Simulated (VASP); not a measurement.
Consider the following.

```
CELL_PARAMETERS angstrom
      0.00000     3.47816     3.47816
      3.47816     0.00000     3.47816
      3.47816     3.47816     0.00000
ATOMIC_POSITIONS crystal
  K  0.00000 0.00000 0.00000
  Cl 0.25000 0.25000 0.25000
```

Computed with PBEsol GGA, VASP's PBE PAW potentials (set 64) (plane waves; VASP). Run with 400 eV cut-off, 7×7×7 Γ-centred mesh, tetrahedra with Blöchl corrections, potentials K_sv Cl.

What does the run give for the energy per atom (σ→0)?

```yaml
energy per atom (σ→0): -3.398 eV/atom
```

The structure was generated: KCl was put into the zinc blende type (F-43m), which need not be its known phase. It was relaxed first.
